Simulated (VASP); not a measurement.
Given:

```
CELL_PARAMETERS angstrom
      1.44566    -3.88739     0.00000
      1.44566     3.88739     0.00000
      0.00000     0.00000     2.89361
ATOMIC_POSITIONS crystal
  Cr 0.85450 0.14550 0.25000
  Cr 0.14550 0.85450 0.75000
  B  0.56525 0.43475 0.25000
  B  0.43475 0.56525 0.75000
```

Level of theory: PBEsol GGA, VASP's PBE PAW potentials (set 64) (plane waves; VASP 6.6.1). Numerical set-up: 520 eV cut-off, Gaussian smearing of 0.050 eV, potentials Cr_pv B.

Give the energies of bands 8 to 18 at the high-symmetry points, in eV from the Fermi level.

```tsv
band	Γ	Y	C0	Z	A0	T	S	R
8	-7.34	-8.98	-7.31	-10.02	-8.87	-9.66	-7.79	-8.93
9	-4.07	-4.05	-6.09	-4.47	-5.51	-5.26	-5.00	-5.16
10	-3.82	-3.68	-4.57	-4.47	-5.51	-5.26	-4.52	-5.16
11	-3.34	-3.65	-3.93	-3.54	-3.93	-2.58	-4.47	-4.31
12	-3.34	-3.15	-2.98	-3.54	-3.93	-2.58	-3.14	-4.31
13	-1.91	-2.25	-1.79	-2.90	-2.47	-2.13	-2.19	-2.48
14	-0.80	-0.64	-1.60	-2.90	-2.47	-2.13	-1.63	-2.48
15	-0.29	-0.30	-0.86	0.90	0.79	-0.66	-0.38	1.01
16	-0.13	0.42	-0.43	0.90	0.79	-0.66	-0.17	1.01
17	0.40	0.80	0.93	1.11	1.00	0.36	0.82	1.11
18	0.67	0.91	1.05	1.11	1.00	0.36	0.90	1.11
```

It has no gap at this level: it comes out as a metal or semimetal.

The compound is CrB in the sg63 structure. It was relaxed first, which changed the volume by -5 %. The run is not spin-polarised, so no magnetic state was tried.
